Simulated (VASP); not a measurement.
Wanted: the native input for a VASP 6.6.1 run.

| Quantity | Value |
| --- | --- |
| Task | relaxation of cell and atoms |
| Functional | PBE |
| Potentials or basis | VASP PAW PBE potentials, release 64 (Rb_sv, Zr_sv, Br) |
| Cutoff | 600 eV |
| k mesh | 6 × 6 × 4 |
| Occupations | gaussian, width 0.1 eV |
| Spin | no spin polarisation |
| Dipole correction | no |
| Further INCAR settings | ALGO = Normal; EDIFF = 1e-07; IBRION = 2; EDIFFG = -0.04; NSW = 90; ISIF = 3 |

The structure of RbZrBr2 lies in POSCAR:

```
RbZrBr2
1.0
    3.3705311800      0.0000000000      0.0000000000
    0.0000000000      3.3705311800      0.0000000000
    0.0000000000      0.0000000000      7.1151904700
Rb Zr Br
1 1 2
Direct
    0.0000000000      0.0000000000      0.5000000000
    0.0000000000      0.0000000000      0.0000000000
    0.5000000000      0.5000000000      0.2302660900
    0.5000000000      0.5000000000      0.7697339100
```

The cell was built by a generator and needn't be a form met in nature.

The input as run:

INCAR

```
SYSTEM = RbZrBr2
PREC     = Accurate       ! precision mode
ENCUT    = 600            ! plane-wave cutoff, eV
EDIFF    = 1E-7           ! SCF threshold, eV
ISMEAR   = 0              ! smearing method
SIGMA    = 0.1            ! smearing width, eV
LREAL    = .False.        ! projectors in reciprocal space
LASPH    = .True.         ! aspherical terms in the spheres
NELM     = 100            ! most SCF steps
ALGO     = Normal         ! electronic algorithm
ISIF     = 3              ! what is computed and relaxed
LWAVE    = .False.        ! write WAVECAR
LCHARG   = .False.        ! write CHGCAR
GGA      = PE             ! functional
IBRION   = 2              ! ionic algorithm
NSW      = 90             ! ionic steps
EDIFFG   = -0.04          ! ionic threshold
```

KPOINTS

```
regular mesh
0
Gamma
  6 6 4
  0 0 0
```

Potentials or basis: VASP PAW PBE potentials, release 64 (Rb_sv, Zr_sv, Br).

Command:

```bash
$ cat potpaw_PBE.64/Rb_sv/POTCAR potpaw_PBE.64/Zr_sv/POTCAR potpaw_PBE.64/Br/POTCAR > POTCAR
$ mpirun -np 1 vasp_std > vasp.out
```

Results of the run:

The relaxed volume is 27.82 Å³/atom. The relaxed cell is a = 3.529 Å, b = 3.529 Å, c = 8.937 Å, α = 90.00°, β = 90.00°, γ = 90.00° and the space group after relaxing (to 0.05 Å) is P4/mmm (No. 123). The energy gained by relaxing is 331.2 meV/atom. The ionic steps are 15. The pressure after relaxing is 0.0 GPa, the largest force after relaxing is 0.016 eV/Å and the band gap on the k mesh is none (metal or under the smearing width).

Caveat: the volume moved by over 15 % at a fixed basis, so the end points are rough; an odd number of electrons without spin polarisation forces a metal; a magnetic or distorted state may lie lower.

It took 7 min on 1 thread of AMD EPYC 9R14 (Zen 4) (shared host), peak memory 0.23 GiB.
